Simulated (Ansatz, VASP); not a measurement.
# Bi (Bismuth): VASP beside Ansatz

One calculation is typed for both programs; each brings its own data sets and cutoff. How far apart do they land? The cell is taken from a series of VASP runs on this material, whose earlier steps may have relaxed, scaled or displaced it; both programs get it as it stands.

Method: plane waves, with VASP 6.6.1 beside it; relaxation of cell and atoms at LDA, in Ansatz 0.2.0.

## 1. Starting point

The structure is trigonal, space group R-3m (No. 166). Conventional cell: a = 4.499 Å, b = 4.499 Å, c = 11.494 Å, α = 90.00°, β = 90.00°, γ = 120.00°. Nearest to Bi lie 6 Bi at 3.06 to 3.41 Å.

Coordinates:

```cif
data_structure
_symmetry_space_group_name_H-M 'R-3m:H'
_symmetry_Int_Tables_number 166
_cell_length_a 4.4986
_cell_length_b 4.4986
_cell_length_c 11.4936
_cell_angle_alpha 90.000
_cell_angle_beta 90.000
_cell_angle_gamma 120.000
_cell_volume 201.44
loop_
_atom_site_label
_atom_site_type_symbol
_atom_site_symmetry_multiplicity
_atom_site_Wyckoff_symbol
_atom_site_fract_x
_atom_site_fract_y
_atom_site_fract_z
_atom_site_occupancy
Bi1 Bi 6 c 0.00000 0.00000 0.76265 1
```

## 2. VASP: relaxation of cell and atoms, LDA

The relaxed volume is the usual yardstick between codes: its relative difference is about their pressure difference at one cell divided by the bulk modulus.

Lines of VASP's logs that name or quote its potential files are left out, and so is its time.

INCAR reads:

```
SYSTEM = Bi
PREC = Accurate
ENCUT = 450
EDIFF = 1E-07
NELM = 100
ISMEAR = 1
SIGMA = 0.15
LREAL = .FALSE.
ALGO = Normal
GGA = CA
NBANDS = 21
LORBIT = 11
LWAVE = .FALSE.
LCHARG = .FALSE.
KPAR = 4
IBRION = 2
NSW = 50
ISIF = 3
EDIFFG = -0.002
```

POSCAR reads:

```
Bi
1.0
    2.2493120300      1.2986409061      3.8312156793
   -2.2493120300      1.2986409061      3.8312156793
    0.0000000000     -2.5972818120      3.8312156793
Bi
2
Direct
    0.7626543275      0.7626543275      0.7626543275
    0.2373456725      0.2373456725      0.2373456725
```

KPOINTS reads:

```
Automatic mesh
0
Gamma
12 12 12
0 0 0
```

Potentials, in the order of the species: Bi_d (LDA family, release 64).

Started as:

```console
$ mpirun -np 4 vasp_std
```

Numbers of over 12 decimals in the logs are rounded to 6 here.

The program printed:

```text
[banner, memory and clock lines left out]
running    4 mpi-ranks, on    1 nodes
 distrk:  each k-point on    1 cores,    4 groups
 distr:  one band on    1 cores,    1 groups

 POSCAR found type information on POSCAR Bi
 POSCAR found :  1 types and       2 ions
 LDA part: xc-table for (Slater(with rela. corr.)+CA(PZ))
 , standard interpolation
 POSCAR, INCAR and KPOINTS ok, starting setup
 FFT: planning ... GRIDC
 FFT: planning ... GRID_SOFT
 FFT: planning ... GRID
 WAVECAR not read
 entering main loop
       N       E                     dE             d eps       ncg     rms          rms(c)
DAV:   1     0.293709078161E+03    0.29371E+03   -0.15354E+04  7964   0.160E+03
DAV:   2     0.152522026088E+02   -0.27846E+03   -0.27258E+03  8078   0.425E+02
DAV:   3    -0.831033979457E+01   -0.23563E+02   -0.23276E+02  9376   0.143E+02
DAV:   4    -0.911225121019E+01   -0.80191E+00   -0.80136E+00  9581   0.293E+01
DAV:   5    -0.914728531531E+01   -0.35034E-01   -0.35033E-01 11113   0.540E+00    0.106E+00
DAV:   6    -0.913263281420E+01    0.14653E-01   -0.19709E-02 10581   0.153E+00    0.613E-01
DAV:   7    -0.912592918368E+01    0.67036E-02   -0.12102E-02 10112   0.126E+00    0.105E-01
DAV:   8    -0.912585022795E+01    0.78956E-04   -0.12712E-03  9083   0.447E-01    0.162E-02
DAV:   9    -0.912585492486E+01   -0.46969E-05   -0.55551E-05 11955   0.630E-02    0.777E-03
DAV:  10    -0.912585484025E+01    0.84604E-07   -0.24944E-06  9453   0.109E-02    0.142E-03
DAV:  11    -0.912585489664E+01   -0.56387E-07   -0.15284E-07  7064   0.377E-03
   1 F= -.91258549E+01 E0= -.91260000E+01  d E =-.912585E+01
[... from here on, the cycles between the ionic steps are left out ...]
   2 F= -.91258551E+01 E0= -.91260002E+01  d E =-.172956E-06
   3 F= -.91258561E+01 E0= -.91260012E+01  d E =-.122548E-05
   4 F= -.91258558E+01 E0= -.91260008E+01  d E =-.860930E-06
   5 F= -.91258556E+01 E0= -.91260007E+01  d E =-.738772E-06
   6 F= -.91258557E+01 E0= -.91260008E+01  d E =-.833669E-06
  14 F= -.91258563E+01 E0= -.91260013E+01  d E =-.522315E-06
  15 F= -.91258563E+01 E0= -.91260013E+01  d E =-.527588E-06
  16 F= -.91258563E+01 E0= -.91260013E+01  d E =-.523432E-06
  17 F= -.91258563E+01 E0= -.91260011E+01  d E =0.936097E-08
  18 F= -.91258492E+01 E0= -.91259933E+01  d E =0.704173E-05
  19 F= -.91258555E+01 E0= -.91260002E+01  d E =0.733202E-06
  20 F= -.91258560E+01 E0= -.91260007E+01  d E =0.247827E-06
  21 F= -.91258562E+01 E0= -.91260009E+01  d E =0.973359E-07
  22 F= -.91258562E+01 E0= -.91260010E+01  d E =0.505197E-07
  23 F= -.91258563E+01 E0= -.91260010E+01  d E =0.253131E-07
  24 F= -.91258566E+01 E0= -.91260014E+01  d E =-.320527E-06
  25 F= -.91258535E+01 E0= -.91259984E+01  d E =0.274557E-05
  26 F= -.91258563E+01 E0= -.91260011E+01  d E =-.675391E-08
  27 F= -.91258566E+01 E0= -.91260014E+01  d E =-.302812E-06
 curvature:  -0.01 expect dE=-0.163E-07 dE for cont linesearch -0.145E-07
 ZBRENT: interpolating
 opt :   0.4468  next Energy=    -9.125857 (dE=-0.374E-06)
 bond charge predicted
       N       E                     dE             d eps       ncg     rms          rms(c)
DAV:   1    -0.912585670875E+01   -0.15528E-06   -0.39001E-06  8893   0.294E-02    0.183E-03
DAV:   2    -0.912585659361E+01    0.11514E-06   -0.19772E-07  4084   0.712E-03    0.719E-04
DAV:   3    -0.912585657336E+01    0.20250E-07   -0.95179E-08  4044   0.428E-03
  28 F= -.91258566E+01 E0= -.91260014E+01  d E =-.320651E-06
 curvature:  -0.02 expect dE=-0.781E-08 dE for cont linesearch -0.299E-08
 trial: gam= 0.00000 g(F)=  0.188E-07 g(S)=  0.313E-06 ort =-0.578E-06 (trialstep = 0.410E+00)
 search vector abs. value=  0.332E-06
 reached required accuracy - stopping structural energy minimisation
```

From OUTCAR (step 2):

```text
ion  position               nearest neighbor table
   1  0.763  0.763  0.763-   2 3.06   2 3.06   2 3.06   2 3.41   2 3.41   2 3.41
   2  0.237  0.237  0.237-   1 3.06   1 3.06   1 3.06   1 3.41   1 3.41   1 3.41

  LATTYP: Found a trigonal (rhomboedric) cell.
 ALAT       =     4.6286160343
 COS(alpha) =     0.5276900479

 Subroutine GETGRP returns: Found 12 space group operations
 (whereof 12 operations were pure point group operations)

The static configuration has the point symmetry D_3d.

 Found    189 irreducible k-points:

   k-points           NKPTS =    189   k-points in BZ     NKDIM =    189   number of bands    NBANDS=     21

   dimension x,y,z NGX =    32 NGY =   32 NGZ =   32
   dimension x,y,z NGXF=    64 NGYF=   64 NGZF=   64

   ENCUT  =  450.0 eV  33.07 Ry    5.75 a.u.   8.01  8.01  8.01*2*pi/ulx,y,z

   NELECT =      30.0000    total number of electrons

 k-points in reciprocal lattice and weights: Automatic mesh
   0.00000000  0.00000000  0.00000000       0.001
   0.08333333 -0.00000000  0.00000000       0.003
   0.16666667 -0.00000000  0.00000000       0.003
   0.25000000  0.00000000 -0.00000000       0.003
   0.33333333 -0.00000000 -0.00000000       0.003
   0.41666667  0.00000000  0.00000000       0.003
   0.50000000  0.00000000 -0.00000000       0.002
   0.08333333  0.08333333  0.00000000       0.003
   0.16666667  0.08333333  0.00000000       0.007
[...]
-0.41666667  0.50000000  0.41666667       0.003
   0.50000000  0.50000000  0.50000000       0.001

 average (electrostatic) potential at core
       1-104.2257       2-104.2257

 E-fermi :   6.6105

 k-point     1 :       0.0000    0.0000    0.0000
  band No.  band energies     occupation
    ...
     11      -6.7372      2.00000
     12      -0.6983      2.00000
     13       5.0835      2.00000
     14       5.3080      2.00000
     15       5.3080      2.00000
     16       9.4127     -0.00000
     17       9.7051      0.00000
     18       9.7051      0.00000
     19      12.1708      0.00000
     20      12.3155      0.00000
    ...

 k-point     2 :       0.0833   -0.0000    0.0000
  band No.  band energies     occupation
    ...
     11      -6.6688      2.00000
     12      -0.8754      2.00000
     13       5.1182      2.00000
     14       5.3134      2.00000
     15       5.3368      2.00000
     16       9.2435     -0.00000
     17       9.3674     -0.00000
     18       9.5049     -0.00000
     19      11.8494      0.00000
     20      12.1633      0.00000
    ...

 k-point     3 :       0.1667   -0.0000    0.0000
  band No.  band energies     occupation
    ...
     11      -6.4648      2.00000
     12      -1.3574      2.00000
     13       5.1872      2.00000
     14       5.3347      2.00000
     15       5.4311      2.00000
     16       8.5739     -0.00000
     17       8.8934     -0.00000
     18       9.0128     -0.00000
     19      11.6228      0.00000
     20      12.3516      0.00000
    ...

  Total       -0.0025180     -0.0025180      0.0005399      0.0000000      0.0000000      0.0000000
  in kB       -0.0600608     -0.0600608      0.0128769      0.0000000      0.0000000      0.0000000
  external PRESSURE =      -0.0357482 kB  Pullay stress =       0.0000000 kB

  energy-cutoff  :      450.00
  volume of cell :       67.17
      direct lattice vectors                 reciprocal lattice vectors
     2.249391186  1.298686607  3.832247336     0.222282368  0.128334785  0.086981164
    -2.249391186  1.298686607  3.832247336    -0.222282368  0.128334785  0.086981164
    -0.000000000 -2.597373213  3.832247336     0.000000000 -0.256669570  0.086981164

 POSITION                                       TOTAL-FORCE (eV/Angst)
 -----------------------------------------------------------------------------------
     -0.00000      0.00000      8.76804        -0.000000      0.000000      0.000441
     -0.00000      0.00000      2.72871         0.000000     -0.000000     -0.000441
 -----------------------------------------------------------------------------------
    total drift:                               -0.000000     -0.000000      0.000000

  FREE ENERGIE OF THE ION-ELECTRON SYSTEM (eV)
  ---------------------------------------------------
  free  energy   TOTEN  =        -9.1258565734 eV

  energy  without entropy=       -9.1262910379  energy(sigma->0) =       -9.12600139

 reached required accuracy - stopping structural energy minimisation

 total charge
# of ion       s       p       d       tot
------------------------------------------
    1        1.533   1.379   9.914  12.826
    2        1.533   1.379   9.914  12.826
--------------------------------------------------
tot          3.066   2.758  19.828  25.652

[... 3 further parts left out ...]
```

CONTCAR:

```
Bi
   1.00000000000000
     2.2493911857420694    1.2986866066890144    3.8322473363041496
    -2.2493911857420694    1.2986866066890144    3.8322473363041496
    -0.0000000000000000   -2.5973732131779679    3.8322473363041314
  Bi
     2
Direct
     0.7626540164307811    0.7626540164307811    0.7626540164307811
     0.2373459835692192    0.2373459835692192    0.2373459835692192
```

The run keeps the 12 symmetry operations of its start, so it cannot find a distortion of lower symmetry.

## 3. Ansatz: relaxation of cell and atoms, LDA

Ansatz runs on its default PAW (the set named soft_2) files.

The same cell, functional (in two slightly different forms), mesh and smearing now go to Ansatz, which takes its cutoff from its data sets.

input.yaml reads:

```yaml
crystal:
  lattice:
    - [2.24931203, 1.2986409061, 3.8312156793]
    - [-2.24931203, 1.2986409061, 3.8312156793]
    - [0.0, -2.597281812, 3.8312156793]
  atoms:
    - { symbol: Bi, position: [0.7626543275, 0.7626543275, 0.7626543275] }
    - { symbol: Bi, position: [0.2373456725, 0.2373456725, 0.2373456725] }
hamiltonian:
  xc: lda
  pseudopotentials: { kind: paw }
kpoints:
  mp_grid: { grid: [12, 12, 12] }
scf:
  occupations: { method: methfessel_paxton, width: 0.15 }
relax:
  f_tol: 0.01
  max_steps: 60
  cell: { stress_tol: 0.05 }
output:
  forces: true
  stress: true
```

Started as:

```console
$ ansatz run input.yaml --threads 4 --pin off --max-ram 9216MiB --backend cpu --events-out ev --progress --plain --runs-dir out
```

The program printed:

```text
Engine: ansatz 0.2.0, x86_64-unknown-linux-gnu
Pseudopotentials: kind: paw
Pseudopotential: Bi, paw, valence charge 15, recommended cutoff 420 eV (normal), Bi.paw.azcp
Functional definition: SPW92
  exchange = slater_x
  correlation = pw_c
Crystal: 2 atoms, lattice volume = 67.147 Å³
Basis set: ecut = 420 eV, 1291 PW (Γ)
Bands: 19, of which v1, the nominal top of the filled ones, is band 15 counted from 1 (14 counted from 0)
Symmetry: 12 space group operations
Space group: R-3m (ITA 166), of the structure as read, at distance tolerance 4.1e-5 Å
k-points: 189 of 1728
Non-local potential: Bi, projectors of the file, l = 0: 2, l = 1: 2, l = 2: 2, l = 3: 2
PAW form: soft (Blöchl's): semilocal exchange-correlation on the pseudo side does not see the compensation charge
PAW frozen core: Bi, regenerated for the run's functional, and the local potential with it (the file was generated under x = pbe(κ = 0.804, μ = 0.219515), c = pbe(β = 0.066725))
PAW one-centre angular grid: Bi, 590 points (default); XC on 64 Gauss nodes
Initial density: superposition of atomic densities (neutral atoms: chi_scale 0, normalization atom), corrected by the library's trained network
Initial wavefunctions: pseudopotential atomic-orbital guess
Functional: x = slater, c = lda
SCF iter   1: F=—  HF=-24171.726160 eV  |F-HF|=—  |Δ(HF+E_count)|=         —  Δρ=3.57e-3  dr2=4.31e-3  ethr=1.77e-3  ⟨swp⟩=5.5  Hψ=16106  notcnv=0
preconditioner: auto → Kerker (q_TF=auto, 2.385 Å⁻¹)  [metal: Δε(μ)=0.036 eV  Ē_g=20.379 eV  σ=0.150 eV  W_gap=0.20  n_scr=14 (ndim 8)  ℏωp=24.8 eV  f_vac=0.001  D(μ)=0.23/eV (n_scr^D=0)]
SCF iter   2: F=—  HF=-24171.725491 eV  |F-HF|=—  |Δ(HF+E_count)|=   6.69e-4  S|Δr|=    0.00e0  Δρ=1.85e-3  dr2=1.10e-3  ethr=1.44e-5  ⟨swp⟩=2.7  Hψ=8379  notcnv=0
SCF iter   3: F=—  HF=-24171.725238 eV  |F-HF|=—  |Δ(HF+E_count)|=   2.54e-4  S|Δr|=    0.00e0  Δρ=2.17e-4  dr2=3.29e-5  ethr=3.67e-6  ⟨swp⟩=2.0  Hψ=5859  notcnv=0
SCF iter   4: F=—  HF=-24171.725230 eV  |F-HF|=—  |Δ(HF+E_count)|=   8.14e-6  S|Δr|=    0.00e0  Δρ=6.83e-5  dr2=2.60e-6  ethr=1.10e-7  ⟨swp⟩=2.5  Hψ=6477  notcnv=0
SCF iter   5: F=—  HF=-24171.725228 eV  |F-HF|=—  |Δ(HF+E_count)|=   1.06e-6  S|Δr|=    0.00e0  Δρ=1.84e-5  dr2=5.14e-7  ethr=8.66e-9  ⟨swp⟩=2.0  Hψ=6288  notcnv=0
SCF iter   6: F=-24171.725228 eV  HF=-24171.725228 eV  |F-HF|=1.17e-8  |Δ(HF+E_count)|=   1.19e-7  S|Δr|=    0.00e0  Δρ=5.56e-6  dr2=4.65e-8  ethr=3.33e-10  ⟨swp⟩=3.9  Hψ=15380  notcnv=0
SCF 1 converged in 6 iterations: F = -24171.725228 eV  dr2 = 4.65e-8
  greatest PAW one-centre occupation: 0.988 electrons in one spin orbital (limit 2), on the Bi atom at site 1 (counted from 0), in its partial waves of l = 2
relax step   1: F+E_penalty+E_count = -24171.72522833 eV  Δ(F+E_penalty+E_count) = +0.000e0 eV  max|allowed force component| = 1.955e-2 eV/Å  Δτ_max = 0.0000 Å  P = -0.144 GPa  Ω = 67.147 Å³  (6 SCF iters, dr2 threshold 1.00e-7 eV, accepted)
[...]
relax step   2: F+E_penalty+E_count = -24171.72529875 eV  Δ(F+E_penalty+E_count) = -7.043e-5 eV  max|allowed force component| = 1.572e-2 eV/Å  Δτ_max = 0.0027 Å  P = +0.130 GPa  Ω = 66.873 Å³  energy of the carried Pulay correction = +4.157e-5 eV  (4 SCF iters, dr2 threshold 6.13e-8 eV, accepted)
[...]
relax step   3: F+E_penalty+E_count = -24171.72535238 eV  Δ(F+E_penalty+E_count) = -5.363e-5 eV  max|allowed force component| = 1.742e-3 eV/Å  Δτ_max = 0.0013 Å  P = +0.005 GPa  Ω = 67.000 Å³  energy of the carried Pulay correction = +2.239e-5 eV  (4 SCF iters, dr2 threshold 5.43e-8 eV, accepted)
[...]
relax step   4: F+E_penalty+E_count = -24171.72535238 eV  Δ(F+E_penalty+E_count) = -3.296e-9 eV  max|allowed force component| = 1.325e-3 eV/Å  Δτ_max = 0.0001 Å  P = +0.003 GPa  Ω = 67.006 Å³  energy of the carried Pulay correction = +2.139e-5 eV  (5 SCF iters, accepted)
[...]
relax step   5: F+E_penalty+E_count = -24171.72533090 eV  Δ(F+E_penalty+E_count) = +2.148e-5 eV  max|allowed force component| = 1.323e-3 eV/Å  Δτ_max = 0.0000 Å  P = +0.004 GPa  Ω = 67.006 Å³  stress off target by 7.85e-3 GPa  SCF on the basis re-selected at this cell (its energy is not comparable with the rows above)  (3 SCF iters)
basis re-selected at this cell: Δ(F+E_penalty+E_count) = +2.148e-5 eV, ΔP = +0.000 GPa vs the last step (what re-selecting the basis moved, of the pressure what is left beyond the Pulay correction that the steps carried, after the strain that the cell walked since its last selection, with what the two solves' SCF thresholds leave and, on support functions, any second-order correction that the steps lacked; it is no m [...]
SCF converged after 3 iterations
Stability not checked: this state was not tested for a lower state beside it, because cold or Methfessel-Paxton smearing, or corrected tetrahedra, fill the levels in a way that the test cannot read (fill_not_monotonic; see scf.lower_state_search)
Free energy (F): -24171.725331 eV
Harris-Foulkes:  -24171.725331 eV  (|F-HF|=7.28e-12)
Internal energy: -24171.725732 eV  (E = F + TS)
E sigma→0 (E₀):  -24171.725431 eV
Entropy (-TS):   0.000401 eV (0.201 meV/atom)
Fermi energy:    10.091953 eV
--- Per-component energies (eV) ---
  E_band       = -205.958899
  E_kinetic    = 607.963367
  E_local      = -3040.885037  (includes V_loc(G=0)·N_el)
  E_nonlocal   = 1126.581077
  E_hartree    = 984.262858
  E_xc         = -301.531308
  E_vxc        = -290.012301  (∫ρ·V_xc dr)
  E_paw        = -20705.774767  (= ΣΔE_a)
  E_vpaw       = -578.130700  (= ΣTr[D̂ρ^β])
  E_aug_tail   = -0.001066  (compensation charges beyond the density's cutoff)
  E_ewald      = -2842.331086
  E_core_change = -0.009770  (= ΣΔE_core)
  E_smearing   = 0.000401  (= −TS)
  E_closure    = -0.000000  (closes the sum)
  Σ components = -24171.725331   (vs F -24171.725331, Δ=0.00e0)
--- Forces (eV/Å), atoms counted from 1 ---
  atom   1  Bi     0.00000000     0.00000000     0.00132330
  atom   2  Bi     0.00000000    -0.00000000    -0.00132330
  max |Σ_I F_I| component: 4.63e-18 eV/Å
--- Stress (GPa, compression-positive) ---
        0.001367       0.000000      -0.000000
        0.000000       0.001367       0.000000
       -0.000000       0.000000       0.007845
  P = ⅓ Tr σ = 0.0035 GPa (0.035 kbar)
--- Relaxed structure (4 steps of the walk, 4 accepted, 1 SCFs on fresh bases) ---
  F+E_penalty+E_count = -24171.72533090 eV   max|allowed force component| = 1.323e-3 eV/Å   (the final SCF, on the basis selected at the relaxed cell)
  cell:  # Å, volume = 67.0061 Å³
    - [2.246903, 1.297250, 3.831379]
    - [-2.246903, 1.297250, 3.831379]
    - [0, -2.594500, 3.831379]
  atoms:
    - { symbol: Bi, position: [0.762795, 0.762795, 0.762795] }
    - { symbol: Bi, position: [0.237205, 0.237205, 0.237205] }
```

Elapsed: 10 s, on 4 threads of Intel Xeon at 2.60GHz (Ice Lake), shared host; peak memory 0.57 GiB.

## 4. Comparison

Known differences besides the potentials themselves: the two LDA forms differ slightly; both relaxations stop at a tolerance, which leaves soft axes loose, and VASP keeps its plane-wave basis; the cutoff is 420 eV in Ansatz and 450 eV in VASP; VASP's log shows a relativistic correction to its local exchange, Ansatz's none; Ansatz adds a Pulay correction to the stress that steers its cell, VASP none. Total energies have different zeros and are not compared.

Compared:

```tsv
quantity	Ansatz	VASP	difference
volume (Å³)	67.01	67.17	-0.24 %
edge a after relaxation, in the typed setting (Å)	4.627	4.630	-0.05 %
```

The walks stopped with 0.00 GPa left in Ansatz and 0.00 GPa in VASP; each walk ends within a tolerance, so the volume difference is uncertain by about these residues over the bulk modulus, most in soft cells.

## 5. Summary of results

* difference in volume (relaxation of cell and atoms, LDA): -0.24 %

**Reading.** The difference in volume is -0.24 % (relaxation of cell and atoms, LDA), within the 1.2 % picked in this series as the mark of a large difference, as far as the stopping tolerances let one tell. Such differences can come from data sets, numerical settings and the points named under the comparisons, not from the functional's error against experiment.

[Lines on the potential files, build, host, timing and source positions are cut from VASP's logs without a mark.]

[Logs are printed without paths, hosts, clocks, repeated set-up lines and the standing remarks that a program may print on its own settings, such as how far it seeks lower states.]

[Hosts, paths, dates, database ids (printed as entryN), source tags and the programs' standing remarks are cut or masked in the printed files.]
